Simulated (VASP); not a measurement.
Consider the following.

```
CELL_PARAMETERS angstrom
      0.00000     3.31834     3.31834
      3.31834     0.00000     3.31834
      3.31834     3.31834     0.00000
ATOMIC_POSITIONS crystal
  Hg 0.00000 0.00000 0.00000
  Te 0.25000 0.25000 0.25000
```

All values below come from optB88-vdW, VASP's PBE PAW potentials (set 64) (plane waves; VASP). Settings: 520 eV cut-off, Gaussian smearing of 0.050 eV, potentials Hg Te.

**Question.** Give the energies of bands 2 to 12 at the high-symmetry points, in eV from the Fermi level.

**Answer.** 
```json
[
 {"band": "2", "Γ": "-6.93", "X": "-6.75", "U": "-6.76", "L": "-6.83", "W": "-6.74"},
 {"band": "3", "Γ": "-6.93", "X": "-6.65", "U": "-6.70", "L": "-6.83", "W": "-6.71"},
 {"band": "4", "Γ": "-6.93", "X": "-6.65", "U": "-6.59", "L": "-6.48", "W": "-6.54"},
 {"band": "5", "Γ": "-6.50", "X": "-6.45", "U": "-6.48", "L": "-6.48", "W": "-6.52"},
 {"band": "6", "Γ": "-6.50", "X": "-6.14", "U": "-6.07", "L": "-6.25", "W": "-6.02"},
 {"band": "7", "Γ": "-1.04", "X": "-5.03", "U": "-5.03", "L": "-5.01", "W": "-5.07"},
 {"band": "8", "Γ": "0.00", "X": "-1.95", "U": "-2.53", "L": "-0.83", "W": "-2.27"},
 {"band": "9", "Γ": "0.00", "X": "-1.95", "U": "-1.61", "L": "-0.83", "W": "-2.23"},
 {"band": "10", "Γ": "0.00", "X": "1.84", "U": "2.17", "L": "0.62", "W": "2.85"},
 {"band": "11", "Γ": "4.35", "X": "2.60", "U": "3.96", "L": "5.07", "W": "4.61"},
 {"band": "12", "Γ": "4.35", "X": "7.84", "U": "6.92", "L": "5.07", "W": "5.19"}
]
```

It has no gap at this level: it comes out as a metal or semimetal.

The compound is HgTe in the zinc blende structure. It was relaxed first, which changed the volume by +8 %.
